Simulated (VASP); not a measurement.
Here is the system:

GaSb is modelled in the cubic space group F-43m (No. 216), the zinc blende structure, Pearson symbol cF8. Lattice parameters: a = 6.1141 Å, b = 6.1141 Å, c = 6.1141 Å, α = 90.00°, β = 90.00°, γ = 90.00°. Ga on 4a sees 4 Sb at 2.647 Å (tetrahedral). Sb on 4d is coordinated by 4 Ga at 2.647 Å (tetrahedral). (Neighbours: up to the widest gap in distance over summed covalent radii, below 1.35, at either atom; cation-cation and far metal-metal contacts left out.)
(The calculation used a cell of 2 atoms; values per cell refer to that cell.)

Method: PBE GGA with D4 dispersion, VASP's PBE PAW potentials (set 64) (plane waves; VASP). Run with 520 eV cut-off, 10×10×10 Γ-centred mesh, first-order Methfessel-Paxton smearing of 0.10 eV, potentials Ga_d Sb.

### Question
Give the energy at these volumes per atom, relative to the lowest: 26.87, 27.73, 28.58, 29.44, 30.30 Å³.

### Answer
18.4, 4.2, 0.0, 4.0, 15.1 meV/atom. A third-order Birch-Murnaghan fit gives B0 = 51.8 GPa and B0′ = 4.8.

Measured: bulk modulus 57.0 GPa (computed value off by -9.1 %), as given by Cormac Toher et al., Physical Review Materials (2017), arXiv:1611.05714; a 6.096 Å at 300 K (computed value off by +0.3 %), as given by I. Vurgaftman et al., Journal of Applied Physics (2001), doi:10.1063/1.1368156. The calculation is for a static lattice, while the measured bulk modulus, a hold thermal and zero-point effects, which are part of the difference.

The compound is GaSb in the zinc blende structure. It was relaxed first.
